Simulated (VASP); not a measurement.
Write the native input for VASP 6.6.1 that does the following.

```yaml
Task: single point
Functional: PBE
Dispersion: D3(BJ)
Potentials_or_basis: VASP PAW PBE potentials, release 64 (O, H, F)
Cutoff: 520 eV
k_mesh: 1 × 1 × 1
Occupations: fermi-dirac, width 0.05 eV
Spin: no spin polarisation
Dipole_correction: no
Further_INCAR_settings: LREAL = Auto; ALGO = Normal; EDIFF = 1e-06; NBANDS = 66
```

The structure of H21O10F lies in POSCAR:

```
H21O10F
1.0
    6.9382320000      0.0000000000      0.0000000000
    0.0000000000      6.9382320000      0.0000000000
    0.0000000000      0.0000000000      6.9382320000
O H F
10 21 1
Direct
    0.8293899656      0.7049490418      0.5345742258
    0.2014490147      0.2140602966      0.6363004293
    0.9941869917     -0.0430369005      0.3683359104
    0.2619255165      1.0541446294      0.9805379814
    0.7770999874      0.1978746170      0.1648258519
    0.2447885859      0.6106743043      0.4422019904
    0.0441755191      0.4657382457      0.0968546454
    0.6375399381      0.9222234137      0.8948533286
    0.6006285175      0.1573023214      0.5874407198
    0.2399890923      0.6204894849      0.8369279090
    0.9194561381      0.8045853756      0.4678569411
    0.7698791277      0.7547311765      0.6552533844
    0.1598534036      0.3451743902      0.6216857551
    0.3487343750      0.2201425378      0.6037993541
    1.0710221278      0.0379059103      0.4569752064
    0.8947668513      0.0517999398      0.3123274056
    0.2147377026      1.1054833566      0.8570771343
    0.1666562894      0.9628389480      1.0299165551
    0.6406531232      0.2290352931      0.1914752923
    0.8469881088      0.3257313967      0.1414048997
    0.1749869419      0.5425733818      0.3317992249
    0.3809760181      0.5975441582      0.3940917513
    0.0885816444      0.5501978026     -0.0017583730
    0.1139771631      0.3473651501      0.0738372542
    0.6905073223      1.0044922107      0.9948355719
    0.5024622988      0.9266193463      0.9344599604
    0.6774780665      0.2764393004      0.6129227158
    0.6067828231      0.0927325578      0.7122996175
    0.3632625718      0.5609065825      0.8218808480
    0.2182256229      0.6559163775      0.6972525566
    0.6963157185      0.6381452797      0.4022494491
    0.6069846036      0.5792109575      0.2893532531
```

The cell was built by a generator and needn't be a form met in nature.

These files were run (other wordings do the same):

INCAR

```
PREC = Accurate ; ENCUT = 520
EDIFF = 1E-6 ; ISMEAR = -1
SIGMA = 0.05 ; LREAL = Auto
LASPH = True ; NELM = 100
ALGO = Normal ; ISIF = 2
LWAVE = False ; LCHARG = False
GGA = PE ; IVDW = 12
NBANDS = 66
```

KPOINTS

```
regular mesh
0
Gamma
  1 1 1
```

Potentials or basis: VASP PAW PBE potentials, release 64 (O, H, F).

Command:

```sh
$ cat potpaw_PBE.64/O/POTCAR potpaw_PBE.64/H/POTCAR potpaw_PBE.64/F/POTCAR > POTCAR
$ mpirun -np 1 vasp_gam > vasp.out
```

It gave:

```json
{
 "Pressure": "-0.3 GPa",
 "Largest force": "2.829 eV/Å",
 "Band gap on the k mesh": "4.54 eV, direct",
 "Dispersion energy per atom": "-0.032 eV"
}
```

It took 36 s on 1 thread of Intel(R) Xeon(R) Platinum 8559C (Emerald Rapids), with other jobs on the host, peak memory 0.34 GiB.
